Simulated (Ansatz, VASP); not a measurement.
# Cross-check of TiC between VASP and Ansatz

One calculation is typed for both programs; each brings its own data sets. How far apart do they land? The cell is taken from a series of runs on this material, whose earlier steps may have relaxed, scaled, displaced or heated it; both programs get it as it stands.

Program: Ansatz 0.2.0. Level of theory: plane waves, with VASP 6.6.1 beside it; zone-centre phonons at PBEsol. Results are calculated unless marked as measured.

## (1) The structure

The structure is trigonal, space group R-3m (No. 166). Conventional cell: a = 3.157 Å, b = 3.157 Å, c = 7.255 Å, α = 90.00°, β = 90.00°, γ = 120.00°. Nearest to C lie 6 Ti at 2.19 Å. Nearest to Ti lie 6 C at 2.19 Å. Farther neighbours are not listed.

As a file:

```
C Ti
1.0
    -0.09204    2.14026    2.14026
     2.14026   -0.09204    2.14026
     2.14026    2.14026   -0.09204
C Ti
1 1
Direct
  0.50000 0.50000 0.50000
  0.00000 0.00000 0.00000
```

## (2) VASP: zone-centre phonons, PBEsol

Second derivatives magnify differences that forces hide, and they need a tight electronic threshold.

Lines of VASP's logs that name or quote its potential files are left out, and so is its time.

File INCAR:

```
SYSTEM = TiC
PREC = Accurate
ENCUT = 600
EDIFF = 1E-08
NELM = 120
ISMEAR = 1
SIGMA = 0.2
LREAL = .FALSE.
ALGO = Normal
GGA = PS
NBANDS = 14
LASPH = .TRUE.
LORBIT = 11
LWAVE = .FALSE.
LCHARG = .FALSE.
ISIF = 2
IBRION = 8
GGA_COMPAT = .FALSE.
KPAR = 2
```

File POSCAR:

```
TiC
1.0
   -0.0920420240      2.1402590257      2.1402590257
    2.1402590257     -0.0920420240      2.1402590257
    2.1402590257      2.1402590257     -0.0920420240
C Ti
1 1
Direct
    0.5000000000      0.5000000000      0.5000000000
    0.0000000000      0.0000000000      0.0000000000
```

File KPOINTS:

```
Automatic mesh
0
Gamma
16 16 16
0 0 0
```

Potentials, in the order of the species: C and Ti_sv (PBE family, release 64).

Run with:

```
mpirun -np 2 vasp_std
```

Numbers of over 12 decimals in the logs are rounded to 6 here.

Log:

```text
[banner, memory and clock lines left out]
running    2 mpi-ranks, on    1 nodes
 distrk:  each k-point on    1 cores,    2 groups
 distr:  one band on    1 cores,    1 groups

 POSCAR found type information on POSCAR C Ti
 POSCAR found :  2 types and       2 ions
|                                                                             |
|               ----> ADVICE to this user running VASP <----                  |
|                                                                             |
|     You enforced a specific xc type in the INCAR file but a different       |
|     [... a line on the potential file left out ...]
|     I HOPE YOU KNOW WHAT YOU ARE DOING!                                     |
|                                                                             |

 LDA part: xc-table for (Slater+PW92), standard interpolation
 POSCAR, INCAR and KPOINTS ok, starting setup
 FFT: planning ... GRIDC
 FFT: planning ... GRID_SOFT
 FFT: planning ... GRID
 WAVECAR not read
 entering main loop
       N       E                     dE             d eps       ncg     rms          rms(c)
DAV:   1     0.127248265640E+03    0.12725E+03   -0.89436E+03 11690   0.150E+03
DAV:   2    -0.161053040916E+02   -0.14335E+03   -0.13515E+03 12336   0.370E+02
DAV:   3    -0.248205884941E+02   -0.87153E+01   -0.84772E+01 15692   0.875E+01
DAV:   4    -0.251786771259E+02   -0.35809E+00   -0.35752E+00 14416   0.160E+01
DAV:   5    -0.251874049733E+02   -0.87278E-02   -0.87267E-02 15714   0.227E+00    0.178E+01
DAV:   6    -0.204435603157E+02    0.47438E+01   -0.13219E+01 16806   0.598E+01    0.712E+00
DAV:   7    -0.197670244515E+02    0.67654E+00   -0.23629E+00 14396   0.229E+01    0.488E+00
DAV:   8    -0.197395494844E+02    0.27475E-01   -0.11326E-01 12774   0.353E+00    0.367E+00
DAV:   9    -0.197084327255E+02    0.31117E-01   -0.15349E-01 13888   0.543E+00    0.721E-01
DAV:  10    -0.197089716266E+02   -0.53890E-03   -0.14422E-02 15102   0.129E+00    0.748E-01
DAV:  11    -0.197055600237E+02    0.34116E-02   -0.49764E-03 13110   0.107E+00    0.358E-01
DAV:  12    -0.197050223286E+02    0.53770E-03   -0.11653E-03 14552   0.517E-01    0.622E-02
DAV:  13    -0.197050017284E+02    0.20600E-04   -0.94111E-05 13842   0.124E-01    0.164E-02
DAV:  14    -0.197050007642E+02    0.96421E-06   -0.40125E-06 14076   0.216E-02    0.418E-03
DAV:  15    -0.197050005326E+02    0.23161E-06   -0.52662E-07 13686   0.100E-02    0.249E-03
DAV:  16    -0.197050004293E+02    0.10327E-06   -0.92249E-08 18104   0.416E-03    0.639E-04
DAV:  17    -0.197050004183E+02    0.11012E-07   -0.11803E-08 10066   0.162E-03    0.829E-05
DAV:  18    -0.197050004219E+02   -0.35895E-08   -0.10329E-09  6270   0.429E-04
   1 F= -.19705000E+02 E0= -.19705309E+02  d E =0.924625E-03
 Linear response reoptimize wavefunctions to high precision
DAV:   1    -0.197050004200E+02    0.18952E-08   -0.19324E-10  6744   0.168E-04
DAV:   2    -0.197050004200E+02   -0.59117E-11   -0.43425E-11  6072   0.720E-05
 Linear response DOF=           2
 Linear response progress:
  Degree of freedom:   1/  2
       N       E                     dE             d eps       ncg     rms          rms(c)
RMM:   1    -0.122592919151E+00   -0.12259E+00   -0.29764E-02 68125   0.212E+00
RMM:   2    -0.115294022542E+00    0.72989E-02   -0.50085E-03 60644   0.513E-01    0.127E-01
RMM:   3    -0.115964137284E+00   -0.67011E-03   -0.17635E-03 64092   0.220E-01    0.598E-02
RMM:   4    -0.116885676125E+00   -0.92154E-03   -0.57430E-04 65353   0.132E-01    0.149E-02
RMM:   5    -0.116990571809E+00   -0.10490E-03   -0.12986E-04 73285   0.535E-02    0.233E-03
RMM:   6    -0.116985646358E+00    0.49255E-05   -0.17910E-05 73593   0.217E-02    0.128E-03
RMM:   7    -0.116982419534E+00    0.32268E-05   -0.38296E-06 74809   0.101E-02    0.672E-04
RMM:   8    -0.116984428028E+00   -0.20085E-05   -0.73827E-07 73034   0.497E-03    0.286E-04
RMM:   9    -0.116982720908E+00    0.17071E-05   -0.21668E-07 75956   0.268E-03    0.109E-04
RMM:  10    -0.116982813687E+00   -0.92778E-07   -0.28844E-07 75410   0.144E-03    0.382E-05
RMM:  11    -0.116982603034E+00    0.21065E-06   -0.11745E-07 76178   0.790E-04    0.367E-05
RMM:  12    -0.116982663090E+00   -0.60056E-07   -0.84823E-08 75914   0.435E-04    0.135E-05
RMM:  13    -0.116982698408E+00   -0.35318E-07   -0.64828E-08 77612   0.239E-04    0.130E-05
RMM:  14    -0.116982719195E+00   -0.20787E-07   -0.44212E-08 75188   0.134E-04    0.341E-06
RMM:  15    -0.116982715274E+00    0.39206E-08   -0.73322E-09 78374   0.744E-05    0.693E-06
 first order change of Fermi-energy   0.96240E-05
 force on displaced ion       1 direction 1 :  -8.326   0.665   0.665
 Linear response progress:
  Degree of freedom:   2/  2
       N       E                     dE             d eps       ncg     rms          rms(c)
RMM:   1    -0.705664452727E+00   -0.70566E+00    0.54547E+00 30831   0.139E+02
RMM:   2    -0.682061069269E+00    0.23603E-01   -0.25118E-01 53532   0.503E+00    0.220E-01
RMM:   3    -0.679717230576E+00    0.23438E-02   -0.18266E-02 63336   0.117E+00    0.108E-01
RMM:   4    -0.678766122321E+00    0.95111E-03   -0.79380E-03 69929   0.532E-01    0.223E-02
RMM:   5    -0.679291859226E+00   -0.52574E-03   -0.12653E-03 73783   0.213E-01    0.109E-02
RMM:   6    -0.679643980052E+00   -0.35212E-03   -0.35164E-04 75017   0.929E-02    0.747E-03
RMM:   7    -0.680124081347E+00   -0.48010E-03   -0.74092E-05 66787   0.477E-02    0.510E-03
RMM:   8    -0.680014574452E+00    0.10951E-03   -0.36286E-05 73197   0.245E-02    0.671E-04
RMM:   9    -0.679984581406E+00    0.29993E-04   -0.18084E-05 75671   0.138E-02    0.718E-04
RMM:  10    -0.680008801303E+00   -0.24220E-04   -0.14732E-05 74151   0.820E-03    0.223E-04
RMM:  11    -0.680020429517E+00   -0.11628E-04   -0.11722E-05 75673   0.545E-03    0.283E-05
RMM:  12    -0.680020229402E+00    0.20012E-06   -0.90208E-06 78324   0.373E-03    0.759E-05
RMM:  13    -0.680022473989E+00   -0.22446E-05   -0.72721E-06 73050   0.281E-03    0.517E-05
RMM:  14    -0.680025469434E+00   -0.29954E-05   -0.60334E-06 71731   0.219E-03    0.122E-05
[...]
RMM:  22    -0.680026014816E+00   -0.78398E-07   -0.14523E-06 65009   0.590E-04    0.380E-05
RMM:  23    -0.680026057873E+00   -0.43056E-07   -0.13075E-06 65846   0.519E-04    0.401E-05
RMM:  24    -0.680026039527E+00    0.18346E-07   -0.11112E-06 60835   0.459E-04    0.444E-05
RMM:  25    -0.680026065725E+00   -0.26198E-07   -0.10055E-06 62460   0.407E-04    0.486E-05
RMM:  26    -0.680025918843E+00    0.14688E-06   -0.88565E-07 80855   0.365E-04    0.552E-05
RMM:  27    -0.680025927660E+00   -0.88171E-08   -0.78001E-07 54270   0.319E-04    0.572E-05
RMM:  28    -0.680025941345E+00   -0.13685E-07   -0.68351E-07 50621   0.282E-04    0.595E-05
RMM:  29    -0.680025944403E+00   -0.30580E-08   -0.57770E-07 33364   0.250E-04    0.611E-05
 first order change of Fermi-energy   0.72892E-04
 force on displaced ion       2 direction 1 :  -8.335   0.666   0.666
 Linear response finished
```

OUTCAR, selected parts (step 2):

```text
ion  position               nearest neighbor table
   1  0.500  0.500  0.500-   2 2.19   2 2.19   2 2.19   2 2.19   2 2.19   2 2.19
   2  0.000  0.000  0.000-   1 2.19   1 2.19   1 2.19   1 2.19   1 2.19   1 2.19

  LATTYP: Found a trigonal (rhomboedric) cell.
 ALAT       =     3.0281824794
 COS(alpha) =     0.4565727124

 Subroutine GETGRP returns: Found 12 space group operations
 (whereof 12 operations were pure point group operations)

The static configuration has the point symmetry D_3d.

 Found    417 irreducible k-points:

   k-points           NKPTS =    417   k-points in BZ     NKDIM =    417   number of bands    NBANDS=     14

   dimension x,y,z NGX =    24 NGY =   24 NGZ =   24
   dimension x,y,z NGXF=    48 NGYF=   48 NGZF=   48

   ENCUT  =  600.0 eV  44.10 Ry    6.64 a.u.   6.05  6.05  6.05*2*pi/ulx,y,z

   NELECT =      16.0000    total number of electrons

 k-points in reciprocal lattice and weights: Automatic mesh
   0.00000000  0.00000000  0.00000000       0.000
   0.06250000  0.00000000  0.00000000       0.001
   0.12500000  0.00000000  0.00000000       0.001
   0.18750000  0.00000000  0.00000000       0.001
   0.25000000  0.00000000  0.00000000       0.001
   0.31250000  0.00000000 -0.00000000       0.001
   0.37500000  0.00000000  0.00000000       0.001
   0.43750000  0.00000000  0.00000000       0.001
   0.50000000  0.00000000  0.00000000       0.001
[...]
-0.43750000  0.50000000  0.43750000       0.001
   0.50000000  0.50000000  0.50000000       0.000

 average (electrostatic) potential at core
       1 -44.9767       2 -71.3862

  Total       -1.6475645     -1.6475645     -1.6475645      0.8362992      0.8362992      0.8362992
  in kB     -126.4711472   -126.4711472   -126.4711472     64.1964028     64.1964028     64.1964028
  external PRESSURE =    -126.4711472 kB  Pullay stress =       0.0000000 kB

  energy-cutoff  :      600.00
  volume of cell :       20.87
      direct lattice vectors                 reciprocal lattice vectors
    -0.092042024  2.140259026  2.140259026    -0.219062061  0.228906191  0.228906191
     2.140259026 -0.092042024  2.140259026     0.228906191 -0.219062061  0.228906191
     2.140259026  2.140259026 -0.092042024     0.228906191  0.228906191 -0.219062061

 POSITION                                       TOTAL-FORCE (eV/Angst)
 -----------------------------------------------------------------------------------
      2.09424      2.09424      2.09424         0.000000     -0.000000      0.000000
      0.00000      0.00000      0.00000         0.000000      0.000000     -0.000000
 -----------------------------------------------------------------------------------
    total drift:                                0.000000     -0.000000     -0.000000

 Eigenvectors and eigenvalues of the dynamical matrix
 ----------------------------------------------------

   1 f  =   15.129137 THz    95.059169 2PiTHz  504.653676 cm-1    62.569053 meV
             X         Y         Z           dx          dy          dz
      2.094238  2.094238  2.094238    -0.274389   -0.448616    0.723006
      0.000000  0.000000  0.000000     0.137502    0.224811   -0.362313

   2 f  =   15.129137 THz    95.059169 2PiTHz  504.653676 cm-1    62.569053 meV
             X         Y         Z           dx          dy          dz
      2.094238  2.094238  2.094238    -0.676436    0.575846    0.100590
      0.000000  0.000000  0.000000     0.338976   -0.288568   -0.050408

   3 f  =   13.346052 THz    83.855719 2PiTHz  445.176380 cm-1    55.194812 meV
             X         Y         Z           dx          dy          dz
      2.094238  2.094238  2.094238     0.516178    0.516178    0.516178
      0.000000  0.000000  0.000000    -0.258637   -0.258637   -0.258637

   4 f/i=    0.002199 THz     0.013818 2PiTHz    0.073359 cm-1     0.009095 meV
             X         Y         Z           dx          dy          dz
      2.094238  2.094238  2.094238     0.258637    0.258637    0.258637
      0.000000  0.000000  0.000000     0.516178    0.516178    0.516178

   5 f/i=    0.003198 THz     0.020093 2PiTHz    0.106671 cm-1     0.013225 meV
             X         Y         Z           dx          dy          dz
      2.094238  2.094238  2.094238    -0.170493   -0.195034    0.365528
      0.000000  0.000000  0.000000    -0.340225   -0.389197    0.729422

   6 f/i=    0.003198 THz     0.020093 2PiTHz    0.106671 cm-1     0.013225 meV
             X         Y         Z           dx          dy          dz
      2.094238  2.094238  2.094238    -0.323641    0.309472    0.014169
      0.000000  0.000000  0.000000    -0.645835    0.617561    0.028274

 ELASTIC MODULI CONTR FROM IONIC RELAXATION (kBar)
 Direction    XX          YY          ZZ          XY          YZ          ZX
 --------------------------------------------------------------------------------
 XX           0.0000      0.0000      0.0000      0.0000      0.0000      0.0000
 YY           0.0000      0.0000      0.0000      0.0000      0.0000      0.0000
 ZZ           0.0000      0.0000      0.0000      0.0000      0.0000      0.0000
 XY           0.0000      0.0000      0.0000      0.0000      0.0000      0.0000
 YZ           0.0000      0.0000      0.0000      0.0000      0.0000      0.0000
 ZX           0.0000      0.0000      0.0000      0.0000      0.0000      0.0000
 --------------------------------------------------------------------------------
```

(Part 1 of 2 ends here.)

[Lines on the potential files, build, host, timing and source positions are cut from VASP's logs without a mark.]

[Logs are printed without paths, hosts, clocks, repeated set-up lines and the standing remarks that a program may print on its own settings, such as how far it seeks lower states.]

[Hosts, paths, dates, database ids (printed as entryN), source tags and the programs' standing remarks are cut or masked in the printed files.]
